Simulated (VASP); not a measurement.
Energy against volume of InSb (zinc blende). Method: r2SCAN+rVV10, VASP's PBE PAW potentials (set 64) (plane waves; VASP). Numerical set-up: 520 eV cut-off, 7×7×7 Γ-centred mesh, Gaussian smearing of 0.050 eV, potentials In_d Sb.

```tsv
V (Å³/atom)	E (eV/atom)
32.684	-24.06090
33.727	-24.07639
34.770	-24.08119
35.813	-24.07734
```

Fit these four points and predict the energy of the run at 36.856 Å³/atom.

A cubic in V^(−2/3), the third-order Birch-Murnaghan form, passes through the four points with V0 = 34.79 Å³/atom and B0 = 44 GPa, and gives -24.0665 eV/atom there. The run gave -24.0661 eV/atom, +0.4 meV/atom from the fit; all five points give B0 = 45 GPa.

The compound is InSb in the zinc blende structure. It was relaxed first.
